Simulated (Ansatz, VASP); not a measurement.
**Br in two plane-wave programs**

Aim: how closely do two programs agree when they are given the same cell, functional and k mesh?

Method: plane waves, with VASP 6.6.1 beside it; single point at PBEsol, in Ansatz 0.2.0.

**1. The structure**

Symmetry: Cmce, No. 64, orthorhombic system. The conventional cell has a = 6.726 Å, b = 4.645 Å, c = 8.702 Å, α = 90.00°, β = 90.00°, γ = 90.00°. Nearest to Br lie 1 Br at 2.29 Å.

Coordinates:

```cif
data_structure
_symmetry_space_group_name_H-M 'P 1'
_symmetry_Int_Tables_number 1
_cell_length_a 4.0873
_cell_length_b 4.0873
_cell_length_c 8.7023
_cell_angle_alpha 90.000
_cell_angle_beta 90.000
_cell_angle_gamma 69.255
_cell_volume 135.95
loop_
_atom_site_label
_atom_site_type_symbol
_atom_site_fract_x
_atom_site_fract_y
_atom_site_fract_z
_atom_site_occupancy
Br1 Br 0.36510 0.63490 0.39010 1
Br2 Br 0.13490 0.86510 0.89010 1
Br3 Br 0.63490 0.36510 0.60990 1
Br4 Br 0.86510 0.13490 0.10990 1
```

**2. VASP: single point, PBEsol**

A single point gives forces, pressure and levels at one fixed geometry, so differences don't come from the geometry; what else differs is listed under the comparison.

Lines of VASP's logs that name or quote its potential files are left out, and so is its time.

File INCAR:

```
SYSTEM = Br
PREC = Accurate
ENCUT = 400
EDIFF = 1E-05
NELM = 100
ISMEAR = 0
SIGMA = 0.05
LREAL = .FALSE.
ALGO = Normal
GGA = PS
NBANDS = 20
LORBIT = 11
LWAVE = .FALSE.
LCHARG = .FALSE.
KPAR = 4
```

File POSCAR:

```
Br
1.0
    3.3632500000     -2.3225500000      0.0000000000
    3.3632500000      2.3225500000      0.0000000000
    0.0000000000      0.0000000000      8.7023000000
Br
4
Direct
    0.3651000000      0.6349000000      0.3901000000
    0.1349000000      0.8651000000      0.8901000000
    0.6349000000      0.3651000000      0.6099000000
    0.8651000000      0.1349000000      0.1099000000
```

File KPOINTS:

```
Automatic mesh
0
Gamma
6 6 4
0 0 0
```

Potentials, in the order of the species: Br (PBE family, release 64).

Run with:

```sh
$ mpirun -np 4 vasp_std
```

Numbers of over 12 decimals in the logs are rounded to 6 here.

The program printed:

```text
[banner, memory and clock lines left out]
running    4 mpi-ranks, on    1 nodes
 distrk:  each k-point on    1 cores,    4 groups
 distr:  one band on    1 cores,    1 groups

 POSCAR found type information on POSCAR Br
 POSCAR found :  1 types and       4 ions
|                                                                             |
|               ----> ADVICE to this user running VASP <----                  |
|                                                                             |
|     You enforced a specific xc type in the INCAR file but a different       |
|     [... a line on the potential file left out ...]
|     I HOPE YOU KNOW WHAT YOU ARE DOING!                                     |
|                                                                             |

 LDA part: xc-table for (Slater+PW92), standard interpolation
 POSCAR, INCAR and KPOINTS ok, starting setup
 FFT: planning ... GRIDC
 FFT: planning ... GRID_SOFT
 FFT: planning ... GRID
 WAVECAR not read
 entering main loop
       N       E                     dE             d eps       ncg     rms          rms(c)
DAV:   1     0.159878020681E+03    0.15988E+03   -0.98841E+03  1560   0.937E+02
DAV:   2     0.408651588365E+01   -0.15579E+03   -0.15240E+03  2256   0.183E+02
DAV:   3    -0.748012299600E+01   -0.11567E+02   -0.11534E+02  1896   0.580E+01
DAV:   4    -0.759070767863E+01   -0.11058E+00   -0.11053E+00  2012   0.675E+00
DAV:   5    -0.759150590570E+01   -0.79823E-03   -0.79819E-03  1852   0.566E-01    0.115E+01
DAV:   6    -0.724927737608E+01    0.34223E+00   -0.23351E-01  1832   0.270E+00    0.754E+00
DAV:   7    -0.713319604679E+01    0.11608E+00   -0.52224E-01  1732   0.396E+00    0.651E-01
DAV:   8    -0.712256320304E+01    0.10633E-01   -0.61725E-02  1740   0.141E+00    0.322E-01
DAV:   9    -0.712262237315E+01   -0.59170E-04   -0.12395E-03  1832   0.223E-01    0.928E-02
DAV:  10    -0.712269496868E+01   -0.72596E-04   -0.11386E-04  2016   0.685E-02    0.661E-02
DAV:  11    -0.712269521812E+01   -0.24945E-06   -0.27137E-05  1816   0.296E-02
   1 F= -.71226952E+01 E0= -.71226952E+01  d E =-.176432E-12
```

OUTCAR, selected parts (step 2):

```text
ion  position               nearest neighbor table
   1  0.365  0.635  0.390-   3 2.29
   2  0.135  0.865  0.890-   4 2.29
   3  0.635  0.365  0.610-   1 2.29
   4  0.865  0.135  0.110-   2 2.29

  LATTYP: Found a base centered orthorhombic cell.
 ALAT       =     4.6451000000
 B/A-ratio  =     1.4480850789
 C/A-ratio  =     1.8734365245

 Subroutine GETGRP returns: Found  8 space group operations
 (whereof  4 operations were pure point group operations)

The static configuration has the point symmetry C_2h.
 The point group associated with its full space group is D_2h.

 Found     39 irreducible k-points:

   k-points           NKPTS =     39   k-points in BZ     NKDIM =     39   number of bands    NBANDS=     20

   dimension x,y,z NGX =    28 NGY =   28 NGZ =   60
   dimension x,y,z NGXF=    56 NGYF=   56 NGZF=  120

   ENCUT  =  400.0 eV  29.40 Ry    5.42 a.u.   6.67  6.67 14.19*2*pi/ulx,y,z

   NELECT =      28.0000    total number of electrons

 k-points in reciprocal lattice and weights: Automatic mesh
   0.00000000  0.00000000  0.00000000       0.007
   0.16666667 -0.00000000  0.00000000       0.028
   0.33333333 -0.00000000  0.00000000       0.028
   0.50000000  0.00000000  0.00000000       0.014
   0.16666667  0.16666667  0.00000000       0.014
   0.33333333  0.16666667  0.00000000       0.028
   0.50000000  0.16666667  0.00000000       0.028
  -0.33333333  0.16666667  0.00000000       0.028
  -0.16666667  0.16666667  0.00000000       0.014
[...]
-0.33333333  0.33333333  0.50000000       0.014
   0.50000000  0.50000000  0.50000000       0.007

 average (electrostatic) potential at core
       1 -65.6693       2 -65.6693       3 -65.6693       4 -65.6693

 E-fermi :  -0.1682

 k-point     1 :       0.0000    0.0000    0.0000
  band No.  band energies     occupation
    ...
     10      -2.0596      2.00000
     11      -1.3681      2.00000
     12      -0.7764      2.00000
     13      -0.4856      2.00000
     14      -0.4414      2.00000
     15       1.3917      0.00000
     16       2.1513      0.00000
     17       5.3569      0.00000
     18       6.0775      0.00000
     19       6.8091      0.00000
    ...

 k-point     2 :       0.1667   -0.0000    0.0000
  band No.  band energies     occupation
    ...
     10      -2.2366      2.00000
     11      -1.1128      2.00000
     12      -0.6930      2.00000
     13      -0.5806      2.00000
     14      -0.5286      2.00000
     15       1.4127      0.00000
     16       2.0915      0.00000
     17       5.9694      0.00000
     18       6.4675      0.00000
     19       7.3145      0.00000
    ...

 k-point     3 :       0.3333   -0.0000    0.0000
  band No.  band energies     occupation
    ...
     10      -2.3858      2.00000
     11      -1.0798      2.00000
     12      -1.0220      2.00000
     13      -0.6984      2.00000
     14      -0.5815      2.00000
     15       1.7595      0.00000
     16       2.0865      0.00000
     17       6.6840      0.00000
     18       6.7690      0.00000
     19       7.9067      0.00000
    ...

  Total       -0.0208284     -0.4669219      0.6950576      0.0000000      0.0000000      0.0000000
  in kB       -0.2454580     -5.5025830      8.1911163      0.0000000      0.0000000      0.0000000
  external PRESSURE =       0.8143585 kB  Pullay stress =       0.0000000 kB

  energy-cutoff  :      400.00
  volume of cell :      135.95
      direct lattice vectors                 reciprocal lattice vectors
     3.363250000 -2.322550000  0.000000000     0.148665725 -0.215280618  0.000000000
     3.363250000  2.322550000  0.000000000     0.148665725  0.215280618  0.000000000
     0.000000000  0.000000000  8.702300000     0.000000000  0.000000000  0.114912150

 POSITION                                       TOTAL-FORCE (eV/Angst)
 -----------------------------------------------------------------------------------
      3.36325      0.62662      3.39477         0.000000      0.329442     -0.673819
      3.36325      1.69593      7.74592         0.000000     -0.329442     -0.673819
      3.36325     -0.62662      5.30753         0.000000     -0.329442      0.673819
      3.36325     -1.69593      0.95638         0.000000      0.329442      0.673819
 -----------------------------------------------------------------------------------
    total drift:                                0.000000      0.000000      0.000000

  FREE ENERGIE OF THE ION-ELECTRON SYSTEM (eV)
  ---------------------------------------------------
  free  energy   TOTEN  =        -7.1226952181 eV

  energy  without entropy=       -7.1226952181  energy(sigma->0) =       -7.12269522

 total charge
# of ion       s       p       d       tot
------------------------------------------
    1        1.628   3.082   0.040   4.750
    2        1.628   3.082   0.040   4.750
    3        1.628   3.082   0.040   4.750
    4        1.628   3.082   0.040   4.750
--------------------------------------------------
tot          6.513  12.329   0.159  19.001

[... 3 further parts left out ...]
```

The run ends at a pressure of 0.08 GPa, with forces up to 0.75 eV/Å.

**3. Ansatz: single point, PBEsol**

Ansatz runs on its default PAW (the set named soft_2) files.

The same cell, functional, mesh and smearing now go to Ansatz, which takes its cutoff from its data sets.

File input.yaml:

```yaml
crystal:
  lattice:
    - [3.36325, -2.32255, 0.0]
    - [3.36325, 2.32255, 0.0]
    - [0.0, 0.0, 8.7023]
  atoms:
    - { symbol: Br, position: [0.3651, 0.6349, 0.3901] }
    - { symbol: Br, position: [0.1349, 0.8651, 0.8901] }
    - { symbol: Br, position: [0.6349, 0.3651, 0.6099] }
    - { symbol: Br, position: [0.8651, 0.1349, 0.1099] }
hamiltonian:
  xc: pbesol
  pseudopotentials: { kind: paw }
kpoints:
  mp_grid: { grid: [6, 6, 4] }
scf:
  occupations: { method: gaussian, width: 0.05 }
  n_extra_bands: 5
output:
  forces: true
  stress: true
  eigenvalues: true
```

Run with:

```sh
$ ansatz run input.yaml --threads 2 --pin off --max-ram 4608MiB --backend cpu --events-out ev --progress --plain --runs-dir out
```

The program printed:

```text
scf.n_extra_bands = 5 over 14 filled bands (N_el = 28.0): the run solves 19 bands
Engine: ansatz 0.2.0, aarch64-unknown-linux-gnu
Pseudopotentials: kind: paw
Pseudopotential: Br, paw, valence charge 7, recommended cutoff 420 eV (normal), Br.paw.azcp
Functional definition: PBEsol
  exchange = pbesol_x
  correlation = pbesol_c
Crystal: 4 atoms, lattice volume = 135.953 Å³
Basis set: ecut = 420 eV, 2641 PW (Γ), exchange–correlation on 60×60×120 points (8 copies of the dense FFT grid, shifted against one another)
Bands: 19, of which v1, the nominal top of the filled ones, is band 14 counted from 1 (13 counted from 0)
Symmetry: 8 space group operations
Space group: Cmce (ITA 64), of the structure as read, at distance tolerance 5.1e-5 Å
k-points: 39 of 144
Non-local potential: Br, projectors of the file, l = 0: 2, l = 1: 2, l = 2: 2
PAW form: soft (Blöchl's): semilocal exchange-correlation on the pseudo side does not see the compensation charge
PAW frozen core: Br, regenerated for the run's functional, and the local potential with it (the file was generated under x = pbe(κ = 0.804, μ = 0.219515), c = pbe(β = 0.066725))
PAW one-centre angular grid: Br, 110 points (default); XC on 64 Gauss nodes
Initial density: superposition of atomic densities (neutral atoms: chi_scale 0, normalization atom), corrected by the library's trained network
Initial wavefunctions: pseudopotential atomic-orbital guess
Functional: x = pbesol(κ = 0.804, μ = 0.123457), c = pbesol(β = 0.046)
SCF iter   1: F=—  HF=-10945.647568 eV  |F-HF|=—  |Δ(HF+E_count)|=         —  Δρ=1.80e-3  dr2=3.71e-3  ethr=1.77e-3  ⟨swp⟩=6.8  Hψ=4469  notcnv=0
preconditioner: auto → Resta (q_TF=auto, 2.097 Å⁻¹)  ε∞=3.3  [insulator: Δε(μ)=1.811 eV  Ē_g=11.125 eV  σ=0.050 eV  W_gap=1.00  n_scr=22 (ndim 8)  ℏωp=16.9 eV  f_vac=0.000  D(μ)=0.00/eV (n_scr^D=0)  ε∞_Penn≈3.3]
SCF iter   2: F=—  HF=-10945.648841 eV  |F-HF|=—  |Δ(HF+E_count)|=   1.27e-3  Δρ=1.04e-3  dr2=1.22e-3  ethr=1.32e-5  ⟨swp⟩=2.5  Hψ=1627  notcnv=0  defer=2
SCF iter   3: F=—  HF=-10945.649318 eV  |F-HF|=—  |Δ(HF+E_count)|=   4.77e-4  Δρ=1.57e-4  dr2=3.51e-5  ethr=4.37e-6  ⟨swp⟩=2.9  Hψ=1374  notcnv=0  defer=2
SCF iter   4: F=—  HF=-10945.649340 eV  |F-HF|=—  |Δ(HF+E_count)|=   2.20e-5  Δρ=4.62e-5  dr2=3.98e-6  ethr=1.25e-7  ⟨swp⟩=3.0  Hψ=1478  notcnv=0  defer=2
SCF iter   5: F=—  HF=-10945.649345 eV  |F-HF|=—  |Δ(HF+E_count)|=   5.12e-6  Δρ=1.36e-5  dr2=3.11e-7  ethr=1.42e-8  ⟨swp⟩=2.0  Hψ=1095  notcnv=0  defer=2
SCF iter   6: F=-10945.649346 eV  HF=-10945.649346 eV  |F-HF|=5.19e-9  |Δ(HF+E_count)|=   3.27e-7  Δρ=2.51e-6  dr2=8.19e-9  ethr=3.57e-10  ⟨swp⟩=9.2  Hψ=4148  notcnv=0
SCF 1 converged in 6 iterations: F = -10945.649346 eV  dr2 = 8.19e-9
  greatest PAW one-centre occupation: 0.923 electrons in one spin orbital (limit 2), on the Br atom at site 3 (counted from 0), in its partial waves of l = 0
SCF converged after 6 iterations
Free energy (F): -10945.649346 eV
Harris-Foulkes:  -10945.649346 eV  (|F-HF|=5.19e-9)
Internal energy: -10945.649346 eV  (E = F + TS)
E sigma→0 (E₀):  -10945.649346 eV
Fermi energy:    2.384939 eV
--- Per-component energies (eV) ---
  E_band       = -115.076239
  E_kinetic    = 527.334283
  E_local      = -947.574112  (includes V_loc(G=0)·N_el)
  E_nonlocal   = 282.255566
  E_hartree    = 239.467746
  E_xc         = -1040.223385
  E_vxc        = -408.037420  (∫ρ·V_xc dr)
  E_paw        = -8812.725143  (= ΣΔE_a)
  E_vpaw       = -47.989423  (= ΣTr[D̂ρ^β])
  E_aug_tail   = -0.000000  (compensation charges beyond the density's cutoff)
  E_ewald      = -1194.553381
  E_core_change = 0.369081  (= ΣΔE_core)
  E_smearing   = -0.000000  (= −TS)
  E_closure    = 0.000000  (closes the sum)
  Σ components = -10945.649346   (vs F -10945.649346, Δ=0.00e0)
--- Forces (eV/Å), atoms counted from 1 ---
  atom   1  Br    -0.00000000     0.31504877    -0.64942160
  atom   2  Br    -0.00000000    -0.31504877    -0.64942160
  atom   3  Br    -0.00000000    -0.31504877     0.64942160
  atom   4  Br    -0.00000000     0.31504877     0.64942160
  max |Σ_I F_I| component: 1.11e-16 eV/Å
--- Stress (GPa, compression-positive) ---
        0.040705       0.000000       0.000000
        0.000000      -0.513033       0.000000
        0.000000       0.000000       0.787354
  P = ⅓ Tr σ = 0.1050 GPa (1.050 kbar)
--- Band table (eV; the first three rows and the last of 39) ---
  k-point 0: bands = [... 10 lower, 0.5135, 1.1046, 1.3917, 1.4356, 3.2923, 4.0557, 7.2480, 7.9710, ... 1 higher]
  k-point 1: bands = [... 10 lower, 0.4939, 0.9528, 1.3980, 1.4291, 3.3247, 3.8511, 7.5237, 8.0759, ... 1 higher]
  k-point 2: bands = [... 10 lower, 0.6331, 0.6331, 1.4134, 1.4134, 3.5096, 3.5096, 7.9808, 7.9808, ... 1 higher]
  k-point 38: bands = [... 10 lower, 0.5385, 0.5385, 0.8385, 0.8385, 3.4194, 3.4194, 9.3411, 9.3411, ... 1 higher]
```

The job ended after 5.5 s (2 threads of Arm Neoverse N1, shared host; peak memory 0.37 GiB).

The run ends at a pressure of 0.11 GPa, with forces up to 0.72 eV/Å.

**4. Side by side**

Known differences besides the potentials themselves: the cutoff is 420 eV in Ansatz and 400 eV in VASP; Ansatz makes its cores anew for this functional, VASP keeps those of its PBE data sets; VASP leaves aspherical gradient terms in its spheres out (LASPH is not set), Ansatz keeps them. Total energies have different zeros and are not compared.

The two programs side by side:

```tsv
quantity	Ansatz	VASP	difference
pressure (GPa)	0.11	0.08	+0.02
gap on the k mesh (eV)	1.817	1.796	+0.021
```

Forces (eV/Å; atoms numbered as in POSCAR):

```tsv
atom	Ansatz x, y, z	VASP x, y, z
Br1	0.000, 0.315, -0.649	0.000, 0.329, -0.674
Br2	0.000, -0.315, -0.649	0.000, -0.329, -0.674
Br3	0.000, -0.315, 0.649	0.000, -0.329, 0.674
Br4	0.000, 0.315, 0.649	0.000, 0.329, 0.674
```

The forces differ by 16 meV/Å r.m.s., which is 3.8 % of the r.m.s. force of 0.43 eV/Å (both taken over all components). A gap on the mesh is an upper bound, since the band edges may lie between its points. Ansatz's pressure holds a Pulay correction of 0.01 GPa; VASP's holds none.

**5. What the set-up changes**

Further runs change the set-up of one program: Ansatz's method, potentials or start, or VASP's data sets, cutoff or form of LDA. The table gives Ansatz less VASP for each quantity, since a change that brings one quantity closer may part another.

```tsv
run	r.m.s. force difference (meV/Å)	pressure (GPa)	gap on the k mesh (eV)
as above	16	0.024	0.021
cores kept as stored	11	0.044	0.022
Ansatz's larger PAW set (cutoff 800 eV)	14	0.031	0.018
norm-conserving potentials (cutoff 626 eV)	6.7	0.021	-0.0096
```

**6. Results**

| Quantity | Value |
| --- | --- |
| r.m.s. force difference (single point, PBEsol) | 3.8 % of the r.m.s. force |

In words: The r.m.s. force difference is 3.8 % of the r.m.s. force (single point, PBEsol), beyond the 3 % picked in this series as the mark of a large difference. Single point, PBEsol, cores kept as stored: r.m.s. force difference goes from 16 to 11 meV/Å; the difference in pressure goes from 0.024 to 0.044 GPa. Single point, PBEsol, Ansatz's larger PAW set (cutoff 800 eV): the difference in pressure goes from 0.024 to 0.031 GPa. Single point, PBEsol, norm-conserving potentials (cutoff 626 eV): r.m.s. force difference goes from 16 to 6.7 meV/Å; the difference in gap on the k mesh goes from 0.021 to -0.0096 eV. 1 further run of this series is not shown here. Such differences can come from data sets, numerical settings and the points named under the comparisons, not from the functional's error against experiment.

[Lines on the potential files, build, host, timing and source positions are cut from VASP's logs without a mark.]

[Logs are printed without paths, hosts, clocks, repeated set-up lines and the standing remarks that a program may print on its own settings, such as how far it seeks lower states.]

[Hosts, paths, dates, database ids (printed as entryN), source tags and the programs' standing remarks are cut or masked in the printed files.]
